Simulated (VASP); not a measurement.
Energy against volume of LiCl (rock salt). Level of theory: HSEsol screened hybrid, VASP's PBE PAW potentials (set 64) (plane waves; VASP 6.6.1). Settings: 520 eV cut-off, 6×6×6 Γ-centred mesh, Gaussian smearing of 0.050 eV, potentials Li_sv Cl.

```json
[
 {"V (Å³/atom)": "15.447", "E (eV/atom)": "-4.33732"},
 {"V (Å³/atom)": "15.956", "E (eV/atom)": "-4.34067"},
 {"V (Å³/atom)": "16.465", "E (eV/atom)": "-4.34012"},
 {"V (Å³/atom)": "16.975", "E (eV/atom)": "-4.33630"}
]
```

Question: Fit these four points and predict the energy of the run at 17.484 Å³/atom.

Answer: A cubic in V^(−2/3), the third-order Birch-Murnaghan form, passes through the four points with V0 = 16.13 Å³/atom and B0 = 36 GPa, and gives -4.3298 eV/atom there. The run gave -4.3297 eV/atom, +0.1 meV/atom from the fit; all five points give B0 = 36 GPa.

The compound is LiCl in the rock salt structure. It was relaxed first. The cell's shape comes from a PBE relaxation.
